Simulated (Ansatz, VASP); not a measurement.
# Zr2SNO (Zr2NOS MXene monolayer) in two plane-wave programs

Wanted: the spread between two codes on one cell, functional and k mesh. The structure shown is the start of the Ansatz relaxation below; VASP solves that cell, so the two are compared at the walk's first step.

Main program and level: Ansatz 0.2.0; plane waves, with VASP 6.6.1 beside it; single point at PBE with D3(BJ).

## 1. The structure

The cell holds 5 atoms: 1 S, 2 Zr, 1 N and 1 O. Its edges and angles: a = 3.217 Å, b = 3.218 Å, c = 42.237 Å, α = 90.0°, β = 90.0°, γ = 120.0°. Vacuum lies along c.

## 2. Ansatz: relaxation, PBE with D3(BJ)

Ansatz runs on its default PAW (the set named soft_2) files.

The two programs are compared at the cell with which this relaxation starts, whose forces are those of its first step.

input.yaml reads:

```yaml
crystal:
  lattice:
    - [3.2175, 0.0, 0.0]
    - [-1.60875, 2.7864367367, 0.0]
    - [0.0, 0.0, 42.2365260438]
  atoms:
    - { symbol: S, position: [0.3333333333, 0.6666666667, 0.4332742703] }
    - { symbol: Zr, position: [0.6666666667, 0.3333333333, 0.4771861427], spin: 1.0 }
    - { symbol: "N", position: [0.0, 0.0, 0.5072440073] }
    - { symbol: Zr, position: [0.3333333333, 0.6666666667, 0.5373018718], spin: 1.0 }
    - { symbol: O, position: [0.6666666667, 0.3333333333, 0.5667257297] }
  periodic: [true, true, false]
magnetization:
  spin_polarized: true
kpoints:
  mp_grid: { grid: [12, 12, 1] }
hamiltonian:
  xc: pbe
  dispersion: d3bj
scf:
  occupations: { method: fermi_dirac, width: 0.05 }
  convergence: { dr2_threshold: 1.0e-09 }
relax:
  f_tol: 0.004
  max_steps: 90
  cell: {}
output:
  write_potential: true
  write_density: true
  volumetric_format: npy
```

Started as:

```console
> ansatz run input.yaml --threads 2 --pin off --max-ram 3072MiB --backend cpu --events-out ev --progress --plain --runs-dir out
```

Numbers of over 12 decimals in the logs are rounded to 6 here.

The log of the run:

```text
Warning: relax.cell: scf.convergence.dr2_threshold = 1e-9 eV is looser than the 2.04498185763e-10 eV advised for a relaxation that steers and ends on the stress (1e-10 eV for each atom of the cell: 5, times the square of relax.cell.stress_2d_tol = 0.05 N/m over 15.6 Å (the atoms' height at the walk's start and 5 Å past either face), 3.198e-2 GPa, over a crystal's default 0.05). What an SCF threshold leaves in a stress goes as its square root, and in the free energy as the threshold itself, and one threshold admits the most on a small cell: [figures from the program's tests cut] Set scf.convergence.dr2_threshold to 2.04498185763e-10 eV or tighter. [rest of the remark cut]
Engine: ansatz 0.2.0, x86_64-unknown-linux-gnu
Pseudopotentials: kind: paw
Pseudopotential: S, paw, valence charge 6, recommended cutoff 420 eV (normal), S.paw.azcp
Pseudopotential: Zr, paw, valence charge 12, recommended cutoff 420 eV (normal), Zr.paw.azcp
Pseudopotential: N, paw, valence charge 5, recommended cutoff 420 eV (normal), N.paw.azcp
Pseudopotential: O, paw, valence charge 6, recommended cutoff 420 eV (normal), O.paw.azcp
Functional definition: PBE
  parameter kappa = 0.804
  parameter beta = 0.066725
  exchange = pbe_x(kappa = kappa, mu = beta*pi^2/3)
  correlation = pbe_c(beta = beta)
Crystal: 5 atoms, lattice volume = 378.666 Å³
Basis set: ecut = 420 eV, 7521 PW (Γ), exchange–correlation on 48×48×576 points (8 copies of the dense FFT grid, shifted against one another)
Bands: 27, of which v1, the nominal top of the filled ones, is band 21 counted from 1 (20 counted from 0)
Symmetry: 6 space group operations
Space group: P3m1 (ITA 156), of the structure as read, at distance tolerance 7.2e-5 Å
Magnetic group: BNS 156.49 (UNI 1279), of the structure as read, at distance tolerance 7.2e-5 Å
k-points: 19 of 144 (time reversal used)
Non-local potential: S, projectors of the file, l = 0: 2, l = 1: 2, l = 2: 2
Non-local potential: Zr, projectors of the file, l = 0: 3, l = 1: 2, l = 2: 2, l = 3: 2
Non-local potential: N, projectors of the file, l = 0: 2, l = 1: 2, l = 2: 1
Non-local potential: O, projectors of the file, l = 0: 2, l = 1: 2, l = 2: 1
PAW form: soft (Blöchl's): semilocal exchange-correlation on the pseudo side does not see the compensation charge
PAW one-centre angular grid: S, 110 points (default); XC on 64 Gauss nodes
PAW one-centre angular grid: Zr, 590 points (default); XC on 64 Gauss nodes
PAW one-centre angular grid: N, 110 points (default); XC on 64 Gauss nodes
PAW one-centre angular grid: O, 110 points (default); XC on 64 Gauss nodes
Initial density: superposition of atomic densities (neutral atoms: chi_scale 0, normalization atom)
Starting moments: Σ|m| = 2 μB on 2 of 5 sites
Initial wavefunctions: pseudopotential atomic-orbital guess
Functional: x = pbe(κ = 0.804, μ = 0.219515), c = pbe(β = 0.066725)
SCF iter   1: F=—  HF=-10232.855030 eV  |F-HF|=—  |Δ(HF+E_count)|=         —  Δρ=2.98e-2 (↑2.98e-2 ↓2.84e-2)  dr2=1.91e1  dr2_m=1.65e-1  M=0.629 μB ∫|m|=0.738 μB  β_m=0.30  ethr=3.10e-3  ⟨swp⟩=13.8  Hψ=7997  notcnv=0
Mixer restart at iter 1: flushing history
preconditioner: auto → LDOS  [metal: Δε(μ)=0.041 eV  Ē_g=10.472 eV  σ=0.050 eV  W_gap=0.20  n_scr=24 (ndim 8)  ℏωp=9.5 eV  f_vac=0.778  D(μ)=2.32/eV (n_scr^D=14)]
spin=Collinear: LDOS preconditioning applied to the charge; magnetization (m = ρ↑ − ρ↓) channel mixes plain (no charge-response kernel on spin).
SCF iter   2: F=—  HF=-10229.955992 eV  |F-HF|=—  |Δ(HF+E_count)|=    2.90e0  Δρ=1.51e-2 (↑1.51e-2 ↓1.34e-2)  dr2=5.15e0  dr2_m=9.46e-2  M=0.494 μB ∫|m|=0.619 μB  β_m=0.44  ethr=3.10e-3  ⟨swp⟩=4.2  Hψ=2481  notcnv=0  defer=46
SCF iter   3: F=—  HF=-10229.171633 eV  |F-HF|=—  |Δ(HF+E_count)|=   7.84e-1  Δρ=4.84e-3 (↑4.84e-3 ↓4.29e-3)  dr2=1.30e-1  dr2_m=1.95e-2  M=0.315 μB ∫|m|=0.408 μB  β_m=0.59  ethr=3.10e-3  ⟨swp⟩=3.7  Hψ=2681  notcnv=0  defer=46
SCF iter   4: F=—  HF=-10229.272073 eV  |F-HF|=—  |Δ(HF+E_count)|=         —  Δρ=2.04e-3 (↑2.04e-3 ↓1.64e-3)  dr2=1.38e-2  dr2_m=7.85e-3  M=0.102 μB ∫|m|=0.152 μB  β_m=0.59  ethr=3.17e-4  ⟨swp⟩=3.6  Hψ=2486  notcnv=0  defer=44
SCF iter   5: F=—  HF=-10229.276033 eV  |F-HF|=—  |Δ(HF+E_count)|=   3.96e-3  Δρ=9.14e-4 (↑9.14e-4 ↓8.35e-4)  dr2=3.86e-3  dr2_m=2.07e-3  M=0.061 μB ∫|m|=0.094 μB  β_m=0.80  ethr=3.36e-5  ⟨swp⟩=3.4  Hψ=2305  notcnv=0  defer=44
[...]
iter 1 solved again at ethr=1.23e-7 eV; its pass at ethr=3.10e-3 eV (dr2=5.04e-5 eV) is discarded
SCF iter   1: F=—  HF=-10230.161247 eV  |F-HF|=—  |Δ(HF+E_count)|=         —  Δρ=5.13e-6 (↑5.12e-6 ↓5.13e-6)  dr2=1.57e-8  dr2_m=3.02e-11  M=-0.000 μB ∫|m|=0.000 μB  β_m=0.65  ethr=1.23e-7  ⟨swp⟩=6.6  Hψ=13234  notcnv=0
eigensolver tolerance schedule: the retry pair's looser diagonalisation over-reported the residual by 3213.12 of it (diagonalisation noise at 0.15 of the residual, at the tolerance the schedule requests for it); recorded, not acted on — ethr = c·dr2/N_el stays at c = 1.0e-1
preconditioner: auto → LDOS  [metal: Δε(μ)=0.039 eV  Ē_g=9.358 eV  σ=0.050 eV  W_gap=0.19  n_scr=22 (ndim 8)  ℏωp=9.3 eV  f_vac=0.795  D(μ)=2.34/eV (n_scr^D=12)]
spin=Collinear: LDOS preconditioning applied to the charge; magnetization (m = ρ↑ − ρ↓) channel mixes plain (no charge-response kernel on spin).
SCF iter   2: F=—  HF=-10230.161365 eV  |F-HF|=—  |Δ(HF+E_count)|=   1.18e-4  Δρ=1.80e-6 (↑1.80e-6 ↓1.79e-6)  dr2=2.92e-9  dr2_m=1.31e-11  M=-0.000 μB ∫|m|=0.000 μB  β_m=0.58  ethr=3.82e-11  ⟨swp⟩=5.7  Hψ=3916  notcnv=0
SCF iter   3: F=—  HF=-10230.161394 eV  |F-HF|=—  |Δ(HF+E_count)|=   2.91e-5  Δρ=6.56e-7 (↑6.56e-7 ↓6.55e-7)  dr2=4.85e-10  dr2_m=5.77e-12  M=-0.000 μB ∫|m|=0.000 μB  β_m=0.67  ethr=7.13e-12  ⟨swp⟩=4.2  Hψ=2103  notcnv=0
SCF iter   4: F=-10230.161405 eV  HF=-10230.161404 eV  |F-HF|=4.85e-7  |Δ(HF+E_count)|=   9.57e-6  Δρ=7.92e-8 (↑7.92e-8 ↓7.89e-8)  dr2=8.66e-11  dr2_m=1.48e-12  M=-0.000 μB ∫|m|=0.000 μB  ethr=1.18e-12  ⟨swp⟩=13.5  Hψ=8921  notcnv=0
the starting moments were not kept: the SCF closed with an absolute magnetisation of 4.8e-6 μB, where they sum to 2 μB in size (2 sites). That is at most 0.1 of that sum. Measured as dr2_m measures the in/out step, that magnetisation stands 1.7e-12 eV from none, at or under the dr2_threshold of 1.0e-9 eV: it is no larger than a step whose dr2_m would equal this threshold.
SCF 11 converged in 4 iterations: F = -10230.161405 eV  dr2 = 8.66e-11
relax step  11: F+E_penalty+E_count = -10230.16140455 eV  Δ(F+E_penalty+E_count) = -2.097e-4 eV  max|allowed force component| = 2.151e-3 eV/Å  Δτ_max = 0.0000 Å  P = +0.017 N/m  Ω = 401.941 Å³  fix = [c, alpha, beta]  reactions: c +0.000 N/m  stress off target by 1.66e-2 N/m on what of the cell is left free  SCF on the basis re-selected at this cell (its energy is not comparable with the rows above)  (4 SCF iters)
basis re-selected at this cell: Δ(F+E_penalty+E_count) = -2.097e-4 eV, ΔP = +0.001 N/m vs the last step (what re-selecting the basis moved, of the pressure what is left beyond the Pulay correction that the steps carried, after the strain that the cell walked since its last selection, with what the two solves' SCF thresholds leave and, on support functions, any second-order correction that the steps lacked; it is no m [...]
WARN: The output density's exchange-correlation potential varies sharply where the density is thin. Do not read a vacuum level from v_tot or v_xc, or from such a field of the output density. On a cell that repeats whose density bears no net charge and no dipole along the vacuum's axis use v_es (v_loc + v_h of the components); under efield.dipole_correction with no amplitude use v_es + v_field, which holds any externa [...]
SCF converged after 4 iterations
Magnetization: -0.0000 μB (20.5000 up, 20.5000 down)
Absolute magnetization: 0.0000 μB (∫|ρ↑−ρ↓|, with the PAW one-centre terms)
Spin contamination: 0.0000 ħ² per cell (⟨S²⟩ above its minimum at these occupations)
Per-site moments (μB) at R_I (Å): [(-6.734707638309693e-8, 1.031143), (-8.058317530002468e-7, 0.968846), (5.683584407300613e-7, 0.953317), (-5.924564096563497e-7, 0.879927), (-1.1344782116298322e-7, 0.879927)]
Free energy (F): -10230.161405 eV
Harris-Foulkes:  -10230.161404 eV  (|F-HF|=4.85e-7)
Internal energy: -10230.144104 eV  (E = F + TS)
E sigma→0 (E₀):  -10230.152754 eV
Entropy (-TS):   -0.017301 eV (-3.460 meV/atom)
Fermi energy:    -5.113016 eV
--- Per-component energies (eV) ---
  E_band       = -909.006352
  E_kinetic    = 1083.774736
  E_local      = -137264.161947  (includes V_loc(G=0)·N_el)
  E_nonlocal   = 276.802788
  E_hartree    = 67928.728886
  E_xc         = -558.333757
  E_vxc        = -645.107283  (∫ρ·V_xc dr)
  E_paw        = -6791.659101  (= ΣΔE_a)
  E_vpaw       = -217.775806  (= ΣTr[D̂ρ^β])
  E_aug_tail   = 0.002579  (compensation charges beyond the density's cutoff)
  E_ewald      = 65096.046363
  E_disp       = -1.344651  (pairwise vdW)
  E_smearing   = -0.017301  (= −TS)
  E_closure    = -0.000000  (closes the sum)
  Σ components = -10230.161405   (vs F -10230.161405, Δ=0.00e0)
--- Forces (eV/Å), atoms counted from 1 ---
  atom   1  S     -0.00000000     0.00000000    -0.00095239
  atom   2  Zr     0.00000000    -0.00000000     0.00208140
  atom   3  N      0.00000000    -0.00000000     0.00078676
  atom   4  Zr     0.00000000    -0.00000000    -0.00215173
  atom   5  O      0.00000000    -0.00000000     0.00023162
  max |Σ_I F_I| component: 4.35e-6 eV/Å
--- 2D stress c σ (N/m, compression-positive) ---
        0.016637       0.000000      -0.000000
        0.000000       0.016637       0.000000
       -0.000000       0.000000       0.000000
  P = ½ c Tr σ = 0.0166 N/m
--- Band table (eV; the first three rows and the last of 38) ---
  k-point 0 ↑: bands = [... 17 lower, -7.7031, -6.0975, -6.0975, -4.6074, -4.6074, -4.4777, -2.9788, -2.9393, ... 2 higher]
  k-point 1 ↑: bands = [... 17 lower, -7.7045, -6.4376, -6.2583, -4.7629, -4.3456, -4.2236, -3.1763, -2.8825, ... 2 higher]
  k-point 2 ↑: bands = [... 17 lower, -8.1737, -6.8765, -6.4945, -5.1443, -3.8770, -3.8341, -3.1382, -2.5963, ... 2 higher]
  k-point 18 ↓: bands = [... 17 lower, -9.2561, -8.1800, -7.8829, -4.0219, -3.8564, -3.0808, -2.3945, -2.0670, ... 2 higher]
  the weakly bound empty levels are not read free of the cell's end (no_gap_told)
--- Relaxed structure (9 steps of the walk, 8 accepted, 2 SCFs on fresh bases) ---
  F+E_penalty+E_count = -10230.16140455 eV   max|allowed force component| = 2.151e-3 eV/Å   (the final SCF, on the basis selected at the relaxed cell)
  cell:  # Å, volume = 401.9406 Å³
    - [3.314908, 0.0, 0]
    - [-1.657454, 2.870795, 0]
    - [0, 0, 42.2365260438]
  atoms:
    - { symbol: S, position: [0.333333, 0.666667, 0.437818] }
    - { symbol: Zr, position: [0.666667, 0.333333, 0.475891] }
    - { symbol: N, position: [1.712593660596416e-18, 0, 0.508125] }
    - { symbol: Zr, position: [0.333333, 0.666667, 0.538797] }
    - { symbol: O, position: [0.666667, 0.333333, 0.561101] }
```

In the SCF lines HF is the Harris–Foulkes energy and dr2 the Hartree energy of the density residual, in eV; the loop may stop once dr2 is under the threshold and the program's other checks hold. Hψ counts applications of the Hamiltonian.

(Part 1 of 2 ends here.)

[Lines on the potential files, build, host, timing and source positions are cut from VASP's logs without a mark.]

[Logs are printed without paths, hosts, clocks, repeated set-up lines and the standing remarks that a program may print on its own settings, such as how far it seeks lower states.]

[Hosts, paths, dates, database ids (printed as entryN), source tags and the programs' standing remarks are cut or masked in the printed files.]
